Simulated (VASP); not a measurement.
# InSbO2 (P4mm) in VASP: a series of runs

Runs on InSbO2. Level: PBE. Tasks: relaxation of cell and atoms.

All numbers are computed with VASP 6.6.1; they aren't measurements. Logs are shortened: lines on timing, memory, paths and dates and some standing lists are left out, and cuts for length are marked.

### Step 1. The structure

It takes space group P4mm (No. 99, tetragonal). Conventional cell: a = 3.813 Å, b = 3.813 Å, c = 5.016 Å, α = 90.00°, β = 90.00°, γ = 90.00°. In (site symmetry 4mm) has 4 O at 2.38 Å as nearest neighbours. Sb (site symmetry 4mm) is surrounded by 4 O at 2.15 Å. O (site symmetry 2mm) has 2 Sb at 2.15 Å and 2 In at 2.38 Å as nearest neighbours.

The cell was built by a generator and needn't be a form met in nature.

### Step 2. Relaxation of cell and atoms, PBE

INCAR reads:

```
ALGO     = Normal         # electronic algorithm
EDIFF    = 1E-6           # SCF threshold, eV
EDIFFG   = -0.01          # ionic threshold
ENCUT    = 520            # plane-wave cutoff, eV
GGA      = PE             # functional
IBRION   = 2              # ionic algorithm
ISIF     = 3              # what is computed and relaxed
ISMEAR   = 0              # smearing method
KPAR     = 4            
LASPH    = T              # aspherical terms in the spheres
LCHARG   = F              # write CHGCAR
LREAL    = F              # projectors in reciprocal space
LWAVE    = F              # write WAVECAR
NELM     = 120            # most SCF steps
NSW      = 90             # ionic steps
PREC     = Accurate       # precision mode
SIGMA    = 0.1            # smearing width, eV
```

KPOINTS reads:

```
k-points
0
Gamma
  10 10 8
```

POSCAR reads:

```
InSbO2
1.0
    3.8130000000      0.0000000000      0.0000000000
    0.0000000000      3.8130000000      0.0000000000
    0.0000000000      0.0000000000      5.0160000000
In Sb O
1 1 2
Direct
    0.0000000000      0.0000000000      0.2805023900
    0.5000000000      0.5000000000      0.7964513600
    0.0000000000      0.5000000000      0.9966108500
    0.5000000000      0.0000000000      0.9966108500
```

Potentials or basis: VASP PAW PBE potentials, release 64 (In_d, Sb, O).

Launch:

```sh
$ cat potpaw_PBE.64/In_d/POTCAR potpaw_PBE.64/Sb/POTCAR potpaw_PBE.64/O/POTCAR > POTCAR
$ mpirun -np 4 vasp_std > vasp.out
```

OUTCAR:

```text
EDIFF = 1E-6
   EDIFFG = -0.01
   ENCUT = 520
   GGA = PE
   IBRION = 2
   ISIF = 3
   ISMEAR = 0
   LASPH = T
   LREAL = F
   NELM = 120
   NSW = 90
   PREC = Accurate

 ion  position               nearest neighbor table
   1  0.000  0.000  0.281-   3 2.38   4 2.38   3 2.38   4 2.38   2 3.63   2 3.63   2 3.63   2 3.63
                             2 3.74   2 3.74   2 3.74   2 3.74
   2  0.500  0.500  0.796-   3 2.15   4 2.15   4 2.15   3 2.15   1 3.63   1 3.63   1 3.63   1 3.63
                             1 3.74   1 3.74   1 3.74   1 3.74
   3  0.000  0.500  0.997-   2 2.15   2 2.15   1 2.38   1 2.38
   4  0.500  0.000  0.997-   2 2.15   2 2.15   1 2.38   1 2.38

  LATTYP: Found a simple tetragonal cell.
 ALAT       =     3.8130000000
 C/A-ratio  =     1.3154996066

  Lattice vectors:

 A1 = (   3.8130000000,   0.0000000000,   0.0000000000)
 A2 = (   0.0000000000,   3.8130000000,   0.0000000000)
 A3 = (   0.0000000000,   0.0000000000,   5.0160000000)

Analysis of symmetry for initial positions (statically):
=====================================================================
 Subroutine PRICEL returns:
 Original cell was already a primitive cell.

 Routine SETGRP: Setting up the symmetry group for a
 simple tetragonal supercell.

 Subroutine GETGRP returns: Found  8 space group operations
 (whereof  8 operations were pure point group operations)
 out of a pool of 16 trial point group operations.

The static configuration has the point symmetry C_4v.

Analysis of symmetry for dynamics (positions and initial velocities):
=====================================================================
 Subroutine PRICEL returns:
 Original cell was already a primitive cell.

 Routine SETGRP: Setting up the symmetry group for a
 simple tetragonal supercell.

 Subroutine GETGRP returns: Found  8 space group operations
 (whereof  8 operations were pure point group operations)
 out of a pool of 16 trial point group operations.

The dynamic configuration has the point symmetry C_4v.

 Subroutine INISYM returns: Found  8 space group operations
 (whereof  8 operations are pure point group operations),
 and found     1 'primitive' translations

----------------------------------------------------------------------------------------

                                     Primitive cell

  volume of cell :      72.9275

  direct lattice vectors                    reciprocal lattice vectors
     3.813000000  0.000000000  0.000000000     0.262260687  0.000000000  0.000000000
     0.000000000  3.813000000  0.000000000     0.000000000  0.262260687  0.000000000
     0.000000000  0.000000000  5.016000000     0.000000000  0.000000000  0.199362041

  length of vectors
     3.813000000  3.813000000  5.016000000     0.262260687  0.262260687  0.199362041

  position of ions in fractional coordinates (direct lattice)
     0.000000000  0.000000000  0.280502390
     0.500000000  0.500000000  0.796451360
     0.000000000  0.500000000  0.996610850
     0.500000000  0.000000000  0.996610850

  ion indices of the primitive-cell ions
   primitive index   ion index
                 1           1
                 2           2
                 3           3
                 4           4

----------------------------------------------------------------------------------------

 KPOINTS: k-points

Automatic generation of k-mesh.
 Grid dimensions read from file:
 generate k-points for:   10   10    8

 Generating k-lattice:

  Cartesian coordinates                     Fractional coordinates (reciprocal lattice)
     0.026226069  0.000000000  0.000000000     0.100000000  0.000000000  0.000000000
     0.000000000  0.026226069  0.000000000     0.000000000  0.100000000  0.000000000
     0.000000000  0.000000000  0.024920255     0.000000000  0.000000000  0.125000000

  Length of vectors
     0.026226069  0.026226069  0.024920255

  Shift w.r.t. Gamma in fractional coordinates (k-lattice)
     0.000000000  0.000000000  0.000000000

 Subroutine IBZKPT returns following result:
 ===========================================

 Found    105 irreducible k-points:

 Following reciprocal coordinates:
            Coordinates               Weight
  0.000000  0.000000  0.000000      1.000000
  0.100000  0.000000  0.000000      4.000000
  0.200000  0.000000  0.000000      4.000000
  0.300000  0.000000  0.000000      4.000000
  0.400000  0.000000  0.000000      4.000000
  0.500000  0.000000  0.000000      2.000000
[... 16 lines left out ...]
  0.100000  0.000000  0.125000      8.000000
  0.200000  0.000000  0.125000      8.000000
 [... further k-points ...]
   k-points           NKPTS =    105   k-points in BZ     NKDIM =    105   number of bands    NBANDS=     19
   number of dos      NEDOS =    301   number of ions     NIONS =      4
   total plane-waves  NPLWV =  31360
   dimension x,y,z NGX =    28 NGY =   28 NGZ =   40
   dimension x,y,z NGXF=    56 NGYF=   56 NGZF=   80
   ions per type =               1   1   2
   NGX,Y,Z   is equivalent  to a cutoff of  12.21, 12.21, 13.26 a.u.
   NGXF,Y,Z  is equivalent  to a cutoff of  24.42, 24.42, 26.51 a.u.
 SYSTEM =  unknown system
   PREC   = accura    normal or accurate (medium, high low for compatibility)
   ISTART =      0    job   : 0-new  1-cont  2-samecut
   ICHARG =      2    charge: 1-file 2-atom 10-const
   ISPIN  =      1    spin polarized calculation?
   LNONCOLLINEAR =      F non collinear calculations
   LSORBIT =      F    spin-orbit coupling
   LASPH  =      T    aspherical Exc in radial PAW
   ENCUT  =  520.0 eV  38.22 Ry    6.18 a.u.   7.09  7.09  9.33*2*pi/ulx,y,z
   NELM   =    120;   NELMIN=  2; NELMDL= -5     # of ELM steps
   EDIFF  = 0.1E-05   stopping-criterion for ELM
   LREAL  =      F    real-space projection
   EDIFFG = -.1E-01   stopping-criterion for IOM
   NSW    =     90    number of steps for IOM
   IBRION =      2    ionic relax: 0-MD 1-quasi-New 2-CG
   NFREE  =      1    steps in history (QN), initial steepest desc. (CG)
   ISIF   =      3    stress and relaxation
   ISYM   =      2    0-nonsym 1-usesym 2-fastsym
   POTIM  = 0.5000    time-step for ionic-motion
   TEBEG  =    0.0;   TEEND  =   0.0 temperature during run
   PSTRESS=    0.0 pullay stress
   NELECT =      30.0000    total number of electrons
   NUPDOWN=      -1.0000    fix difference up-down
   EMIN   =  10.00;   EMAX   =-10.00  energy-range for DOS
   EFERMI =   0.00;   METHOD = LEGACY
   ISMEAR =     0;   SIGMA  =   0.10  broadening in eV -4-tet -1-fermi 0-gaus
   EFERMI_NEDOS =   21; number of points for ismear=-14 and -15
   IALGO  =     38    algorithm
   IMIX   =      4    mixing-type and parameters
     AMIX     =   0.40;   BMIX     =  1.00
     AMIX_MAG =   1.60;   BMIX_MAG =  1.00
  volume/ion in A,a.u.               =      18.23       123.03
  Fermi-wavevector in a.u.,A,eV,Ry     =   1.217545  2.300826 20.169478  1.482415
  Thomas-Fermi vector in A             =   2.352861
   LORBIT       =      0    0 simple, 1 ext, 2 COOP (PROOUT), +10 PAW based schemes
   GGA     = PE    functional components
   LHFCALC =     F    Hartree Fock is set to
   AEXX    =    0.0000 exact exchange contribution
   IVDW    =     0    specifies the selected vdW correction
   LEPSILON=     F    determine dielectric tensor
   LRPA    =     F    only Hartree local field effects (RPA)
 conjugate gradient relaxation of ions
 non-spin polarized calculation
 Gauss-broadening in eV      SIGMA  =   0.10
  energy-cutoff  :      520.00
  volume of cell :       72.93
 maximum number of plane-waves:      1992
   NGX = 15   NGY = 15   NGZ = 19

--------------------------------------- Ionic step        1  -------------------------------------------

 number of electron      29.9999975 magnetization

 Free energy of the ion-electron system (eV)
  ---------------------------------------------------
  ext. energy  EPLUGINS =         0.00000000
  ---------------------------------------------------
  free energy    TOTEN  =       -20.97131552 eV

  energy without entropy =      -20.97131508  energy(sigma->0) =      -20.97131530

------------------------ aborting loop because EDIFF is reached ----------------------------------------

  FORCE on cell =-STRESS in cart. coord.  units (eV):
  Direction    XX          YY          ZZ          XY          YZ          ZX
  --------------------------------------------------------------------------------------
  -------------------------------------------------------------------------------------
  Total       -0.2616258     -0.2616258     -0.0518788      0.0000000     -0.0000000      0.0000000
  in kB       -5.7477779     -5.7477779     -1.1397489      0.0000000     -0.0000000      0.0000000
  external PRESSURE =      -4.2117682 kB  Pullay stress =       0.0000000 kB
[... 251 lines left out ...]
  energy  without entropy=      -20.9722373018  energy(sigma->0) =      -20.97223759

--------------------------------------- Ionic step        8  -------------------------------------------

 number of electron      29.9999978 magnetization

 Free energy of the ion-electron system (eV)
  ---------------------------------------------------
  ext. energy  EPLUGINS =         0.00000000
  ---------------------------------------------------
  free energy    TOTEN  =       -20.97224975 eV

  energy without entropy =      -20.97224922  energy(sigma->0) =      -20.97224949

 E-fermi :   6.3657     XC(G=0):  -9.9155

 val. band max:        6.1287194178   @ k =   0.5000   0.5000   0.0000
 cond. band min:       6.6156405318   @ k =   0.5000   0.5000   0.0000
 fundamental gap:      0.4869211140
 Fermi energy:         6.3656754696

 k-point     1 :       0.0000    0.0000    0.0000
  band No.  band energies     occupation
      1     -13.7864      2.00000
      2     -11.6823      2.00000
      3      -7.5513      2.00000
      4      -7.5513      2.00000
      5      -7.5384      2.00000
      6      -7.5187      2.00000
[... 11 lines left out ...]
     18      10.4962      0.00000
     19      11.6924      0.00000
[... 489 lines left out ...]
      3      -7.5930      2.00000
      4      -7.5560      2.00000
      5      -7.5454      2.00000
      6      -7.4932      2.00000
[... 11 lines left out ...]
     18      10.4685      0.00000
     19      11.2432      0.00000

 [... further k-points ...]

------------------------ aborting loop because EDIFF is reached ----------------------------------------

  FORCE on cell =-STRESS in cart. coord.  units (eV):
  Direction    XX          YY          ZZ          XY          YZ          ZX
  --------------------------------------------------------------------------------------
  -------------------------------------------------------------------------------------
  Total       -0.0028418     -0.0028418      0.0244613      0.0000000      0.0000000      0.0000000
  in kB       -0.0625877     -0.0625877      0.5387257      0.0000000      0.0000000      0.0000000
  external PRESSURE =       0.1378501 kB  Pullay stress =       0.0000000 kB
[... 19 lines left out ...]
  FREE ENERGIE OF THE ION-ELECTRON SYSTEM (eV)
  ---------------------------------------------------
  free  energy   TOTEN  =       -20.9722497546 eV

  energy  without entropy=      -20.9722492201  energy(sigma->0) =      -20.97224949

 reached required accuracy - stopping structural energy minimisation
```

Wall time 1.9 min (4 MPI ranks of Intel Xeon Platinum 8488C (Sapphire Rapids), shared host); peak memory 0.3 GiB.

What came out:

```
Free energy                            : -20.9722 eV
Relaxed volume                         : 18.19 Å³/atom
Relaxed cell                           : a = 3.803 Å, b = 3.803 Å, c = 5.031 Å, α = 90.00°, β = 90.00°, γ = 90.00°
Space group after relaxing (to 0.05 Å) : P4mm (No. 99)
Energy gained by relaxing              : 0.2 meV/atom
Ionic steps                            : 8
Pressure after relaxing                : 0.0 GPa
Largest force after relaxing           : 0.007 eV/Å
Band gap on the k mesh                 : 0.49 eV, direct
```

Forces in eV/Å, atoms in the order of the input:
```
In   0.000  0.000  0.007
Sb   0.000  0.000 -0.003
O    0.000  0.000 -0.002
O    0.000  0.000 -0.002
```

Step by step:
```
step  energy change (eV)  largest force (eV/Å)  pressure (GPa)  volume (Å³)
   1              0.0000                0.0672           -0.42        72.93
   2             -0.0004                0.0980            0.35        72.42
   3             -0.0006                0.0487            0.07        72.61
   4             -0.0009                0.0109            0.04        72.59
   5             -0.0009                0.0127            0.03        72.59
   6             -0.0009                0.0122            0.02        72.63
   7             -0.0009                0.0116           -0.03        72.75
   8             -0.0009                0.0067            0.01        72.75
```

Final structure:
```yaml
crystal:
  lattice:
    - [3.80267, 0.00000, 0.00000]
    - [0.00000, 3.80267, 0.00000]
    - [0.00000, 0.00000, 5.03088]
  atoms:
    - { symbol: In, position: [0.00000, 0.00000, 0.27918] }
    - { symbol: Sb, position: [0.50000, 0.50000, 0.79671] }
    - { symbol: O, position: [0.00000, 0.50000, 0.99715] }
    - { symbol: O, position: [0.50000, 0.00000, 0.99715] }
```

Levels at points of the mesh, in eV from the valence-band top:
```tsv
k point	band 11	band 12	band 13	band 14	band 15	band 16	band 17	band 18	band 19
(0.00, 0.00, 0.00)	-5.55	-3.04	-2.51	-2.51	-0.57	1.93	4.37	4.37	5.56
(0.50, 0.00, 0.00)	-4.69	-4.66	-3.50	-2.95	-1.58	2.65	3.83	4.59	4.89
(0.50, 0.50, 0.00)	-4.69	-3.19	-2.62	-1.53	0.00	0.49	0.49	4.52	4.97
(0.00, 0.00, 0.50)	-3.39	-3.07	-2.51	-2.51	-1.89	1.63	3.25	3.25	4.46
(0.50, 0.00, 0.50)	-5.32	-4.52	-3.46	-2.01	-0.75	2.21	3.03	4.66	5.70
(0.50, 0.50, 0.50)	-5.08	-3.58	-2.62	-1.53	-0.89	2.48	2.48	4.12	4.12
```

Caveat: spin-orbit coupling is left out, which moves the levels of the heavy elements. A k mesh can miss the band edges.

### Step 3. Relaxation of cell and atoms, PBE

This run uses another cell than the first one, of 18.19 Å³/atom, 0.998 times its volume.

Changes to INCAR since step 2:

```diff
@@ -1,4 +1,4 @@
 ALGO     = Normal         # electronic algorithm
-EDIFF    = 1E-6           # SCF threshold, eV
-EDIFFG   = -0.01          # ionic threshold
+EDIFF    = 1E-7           # SCF threshold, eV
+EDIFFG   = -0.005         # ionic threshold
 ENCUT    = 520            # plane-wave cutoff, eV
@@ -14,3 +14,4 @@
 NELM     = 120            # most SCF steps
-NSW      = 90             # ionic steps
+NSW      = 60             # ionic steps
+POTIM    = 0.3            # step
 PREC     = Accurate       # precision mode
```

KPOINTS is that of step 2.

POSCAR reads:

```
InSbO2                                  
1.0
    3.8026736638      0.0000000000      0.0000000000
    0.0000000000      3.8026736638     -0.0000000000
    0.0000000000      0.0000000000      5.0308803268
  In              Sb              O             
     1     1     2
Direct
     0.0000000000000000    0.0000000000000000    0.2791763813406964
     0.5000000000000000    0.5000000000000000    0.7967067682277245
     1.0000000000000000    0.5000000000000000    0.9971461502157936
     0.5000000000000000    0.0000000000000000    0.9971461502157936
```

Potentials or basis: VASP PAW PBE potentials, release 64 (In_d, Sb, O).

Launch:

```sh
$ cat potpaw_PBE.64/In_d/POTCAR potpaw_PBE.64/Sb/POTCAR potpaw_PBE.64/O/POTCAR > POTCAR
$ mpirun -np 4 vasp_std > vasp.out
```

It took 43 s on 4 MPI ranks of Intel Xeon Platinum 8488C (Sapphire Rapids), shared host; peak memory 0.29 GiB.

Results (log left out):

- Free energy: -20.9721 eV
- Relaxed volume: 18.19 Å³/atom
- Relaxed cell: a = 3.803 Å, b = 3.803 Å, c = 5.032 Å, α = 90.00°, β = 90.00°, γ = 90.00°
- Space group after relaxing (to 0.05 Å): P4mm (No. 99)
- Energy gained by relaxing: 0.0 meV/atom
- Ionic steps: 2
- Pressure after relaxing: 0.0 GPa
- Band gap on the k mesh: 0.49 eV, direct

Forces on the atoms (eV/Å):
```
In   0.000  0.000  0.002
Sb   0.000  0.000  0.002
O    0.000  0.000 -0.002
O    0.000  0.000 -0.002
```

Final structure:
```
CELL_PARAMETERS angstrom
3.80265 0.00000 0.00000
0.00000 3.80265 0.00000
0.00000 0.00000 5.03165
ATOMIC_POSITIONS crystal
In 0.00000 0.00000 0.27921
Sb 0.50000 0.50000 0.79669
O 0.00000 0.50000 0.99714
O 0.50000 0.00000 0.99714
```

Levels at points of the mesh, in eV from the valence-band top:
| k point | band 13 | band 14 | band 15 | band 16 | band 17 | band 18 |
| --- | --- | --- | --- | --- | --- | --- |
| (0.00, 0.00, 0.00) | -2.51 | -2.51 | -0.57 | 1.93 | 4.37 | 4.37 |
| (0.50, 0.00, 0.00) | -3.50 | -2.95 | -1.58 | 2.65 | 3.83 | 4.59 |
| (0.50, 0.50, 0.00) | -2.62 | -1.53 | 0.00 | 0.49 | 0.49 | 4.52 |
| (0.00, 0.00, 0.50) | -2.51 | -2.51 | -1.89 | 1.64 | 3.25 | 3.25 |
| (0.50, 0.00, 0.50) | -3.46 | -2.01 | -0.75 | 2.22 | 3.03 | 4.66 |
| (0.50, 0.50, 0.50) | -2.61 | -1.53 | -0.89 | 2.48 | 2.48 | 4.12 |

Caveat: spin-orbit coupling is left out, which moves the levels of the heavy elements. A k mesh can miss the band edges.
